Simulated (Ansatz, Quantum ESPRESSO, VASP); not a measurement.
**One structure in several programs: Br (Cmce, 4 atoms in the cell)**

Self-consistent single point, at a second geometry (lattice scaled by 0.98). First geometry:

```yaml
crystal:
  lattice:
    - [2.25501, -3.35734, 0.00000]
    - [2.25501, 3.35734, 0.00000]
    - [0.00000, 0.00000, 8.77842]
  atoms:
    - { symbol: Br, position: [0.86100, 0.86100, 0.88900] }
    - { symbol: Br, position: [0.63900, 0.63900, 0.38900] }
    - { symbol: Br, position: [0.36100, 0.36100, 0.61100] }
    - { symbol: Br, position: [0.13900, 0.13900, 0.11100] }
```

Shared settings, as Ansatz (a first-principles code) writes them: kpoints.mp_grid.grid = 3 3 2; scf.occupations.method = fermi_dirac; scf.occupations.width = 0.0015 Ry. Potentials and cutoffs stand in the table.

| code | model | ΔF from the first geometry (meV/atom) | pressure (GPa) | largest force (eV/Å) | gap on the mesh (eV) | cutoff |
|---|---|---|---|---|---|---|
| Ansatz | PBE, default PAW files | 27.5 | 3.37 | 1.190 | 1.930 | default |
| VASP | PBE, VASP's PBE PAW potentials (set 64) | 27.9 | 3.39 | 1.205 | 1.930 | 300 eV |
| Quantum ESPRESSO | PBE, GBRV 1.5 ultrasoft (PBE) pseudopotentials | 29.5 | 3.54 | 1.296 | 1.919 | 40 Ry |

Gaps are read on the mesh.

The spread over the programs that give each value: ΔF from the first geometry within 2.0 meV/atom; pressure within 0.17 GPa; largest force within 0.106 eV/Å; gap on the mesh within 0.011 eV.

Ansatz's pressure is given at a fixed set of plane waves, as the other plane-wave codes print theirs. In the force vectors, Quantum ESPRESSO (by 0.091) lies more than 0.08 eV/Å from the median of the plane-wave programs.

The shared mesh is coarse (it stands for a supercell whose shortest vector is 12 Å), so the values are not converged in it.

VASP's run is marked for a possible Pulay error in its stress at this cutoff; no cutoff test was made.

The starting cell has typed, rounded lattice constants, without a prior relaxation at this level. Its lattice was rescaled by a random factor within 2.5 % of one. For this run, on top of that: lattice scaled by 0.98.

Left out of this page: ABINIT, GPAW, CP2K, Elk, FLEUR and SIESTA (not drawn, or without a comparable value).

Keys are those of Ansatz 0.2.
